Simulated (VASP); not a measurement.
Given:

```yaml
crystal:
  lattice:
    - [2.50617, 0.00000, 0.00000]
    - [-1.25309, 2.17041, 0.00000]
    - [0.00000, 0.00000, 2.24244]
  atoms:
    - { symbol: C, position: [0.33333, 0.66667, 0.25000] }
    - { symbol: C, position: [0.66667, 0.33333, 0.75000] }
```

The numbers are results of r2SCAN meta-GGA, VASP's PBE PAW potentials (set 64) (plane waves; VASP), not measurements. Settings: 520 eV cut-off, 19×19×18 Γ-centred mesh, tetrahedra with Blöchl corrections, potentials C.

Q: Estimate the energy per atom (σ→0), band gap (over mesh and band path) with the smallest direct gap where there is one.

A: 
```json
{
 "band gap (over mesh and band path)": "none (metal, semimetal or under 0.01 eV)",
 "energy per atom (σ→0)": "-6.507 eV/atom"
}
```

Total energies compare only between runs with the same potentials, cut-off and functional.

The structure was generated: C was put into the hcp type (P6_3/mmc), which need not be its known phase. It was relaxed first, which changed the volume by -16 %.
